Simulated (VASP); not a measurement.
SiC (wurtzite), at 0.96 of the tabulated volume:

```
CELL_PARAMETERS angstrom
      1.51919    -2.63131     0.00000
      1.51919     2.63131     0.00000
      0.00000     0.00000     4.98175
ATOMIC_POSITIONS crystal
  Si 0.66667 0.33333 0.50000
  Si 0.33333 0.66667 0.00000
  C  0.66667 0.33333 0.87500
  C  0.33333 0.66667 0.37500
```

The lowest empty band near K, direction to M, from PBE with spin-orbit coupling in VASP (PAW); its two spin partners are averaged. The gap over the points computed is 2.18 eV, and the next band on that side lies 6.11 eV away at the edge.

Settings: 520 eV cut-off, 9×9×5 Γ-centred mesh, Gaussian smearing of 0.050 eV, potentials Si C.

```tsv
distance from the edge in k (1/Å)	distance in energy (meV)
0.025	5.6
0.035	11.0
0.050	22.4
0.070	44.0
```

Task: Fit E(1 + αE) = ħ²k²/2m* (ħ²/2m0 = 3.810 eV Å²) and predict the row at 0.095 1/Å.

Result: The rows don't resolve α, so a parabola serves: the electron mass is m* = 0.424 m0, and so 81.0 meV. The run gave 81.0 meV, -0.0 meV from the fit.

Left out are points under 3 meV from the edge, since the levels carry 0.1 meV, and points farther than half the way to the next band.

The compound is SiC in the wurtzite structure, the rare 2H polytype. The cell was not relaxed at this level.
